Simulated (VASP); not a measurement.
Input:

```
CELL_PARAMETERS angstrom
     -1.60669     1.60669     1.60669
      1.60669    -1.60669     1.60669
      1.60669     1.60669    -1.60669
ATOMIC_POSITIONS crystal
  Nb 0.00000 0.00000 0.00000
```

Calculation: LDA (Ceperley-Alder, Perdew-Zunger), VASP's LDA PAW potentials (set 64) (plane waves; VASP). Numerical set-up: 520 eV cut-off, 16×16×16 Γ-centred mesh, first-order Methfessel-Paxton smearing of 0.10 eV, potentials Nb_sv.

### Question
Give the stress tensor in GPa (positive for a compressed cell).

### Answer

```
6.41  0.00  0.00
0.00  6.41  0.00
0.00  0.00  6.41
```
The pressure is its mean diagonal, 6.41 GPa.

The compound is Nb in the bcc structure. This cell is one point of a volume scan, at 0.97 of the reference volume.
